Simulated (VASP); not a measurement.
Here is a VASP 6.6.1 calculation.

Contents of POSCAR:

```
Na2Sb
3.2864
    1.000011048564      0.000000000000      0.000000000000
    0.000000000000      1.000011048564      0.000000000000
    0.000000000000      0.000000000000      1.412494681110
Na Sb
2 1
Direct
    0.5000000000      0.0000000000      0.5000000000
    0.0000000000      0.5000000000      0.5000000000
    0.0000000000      0.0000000000      0.0000000000
```

Contents of INCAR.step1:

```
PREC     = Accurate       # precision mode
ENCUT    = 500            # plane-wave cutoff, eV
EDIFF    = 1E-5           # SCF threshold, eV
ISMEAR   = 0              # smearing method
SIGMA    = 0.01           # smearing width, eV
LREAL    = False          # projectors in reciprocal space
LASPH    = True           # aspherical terms in the spheres
NELM     = 100            # most SCF steps
ALGO     = Normal         # electronic algorithm
ISIF     = 2              # what is computed and relaxed
LWAVE    = True           # write WAVECAR
LMAXMIX  = 6              # l up to which the mixer works
NBANDS   = 4              # bands
GGA      = PE             # functional
```

File INCAR.step2:

```
PREC     = Accurate       # precision mode
ENCUT    = 500            # plane-wave cutoff, eV
EDIFF    = 1E-7           # SCF threshold, eV
ISMEAR   = 0              # smearing method
SIGMA    = 0.01           # smearing width, eV
LREAL    = False          # projectors in reciprocal space
LASPH    = True           # aspherical terms in the spheres
NELM     = 100            # most SCF steps
ALGO     = Normal         # electronic algorithm
ISIF     = 2              # what is computed and relaxed
LWAVE    = False          # write WAVECAR
LCHARG   = True           # write CHGCAR
METAGGA  = R2SCAN         # meta-GGA
LHFCALC  = True           # exact exchange
AEXX     = 0.25           # exact-exchange fraction
LMIXTAU  = True         
PRECFOCK = Normal       
IVDW     = 13             # dispersion correction
VDW_S6   = 1.0          
VDW_S8   = 0.8992       
VDW_A1   = 0.4778       
VDW_A2   = 5.8779       
LORBIT   = 11             # projections on sites
LELF     = True           # ELF
LVHAR    = True         
LMAXMIX  = 6              # l up to which the mixer works
NBANDS   = 4              # bands
ISTART   = 1
```

The input KPOINTS:

```
Automatic mesh
0
Gamma
  4 4 3
```

Potentials or basis: VASP PAW PBE potentials, release 64 (Na, Sb).

Command:

```console
$ cat potpaw_PBE.64/Na/POTCAR potpaw_PBE.64/Sb/POTCAR > POTCAR
$ cp INCAR.step1 INCAR
$ mpirun -np 1 vasp_std > vasp.out
$ cp INCAR.step2 INCAR
$ mpirun -np 1 vasp_std > vasp.out
```

(1) What does it give for the dispersion energy per atom?

(2) Estimate the pressure.

## Answers

(1) -0.087 eV.

(2) 30.6 GPa.

Caveat: the k mesh is coarse (spacing up to 0.48 Å⁻¹), so the values aren't converged, least of all with exact exchange; a pressure of tens of GPa on the cell as given is suspect, and the run, the potentials or the cell itself is likely at fault; the PAW data sets were made with another functional, which shifts forces and pressure a little.
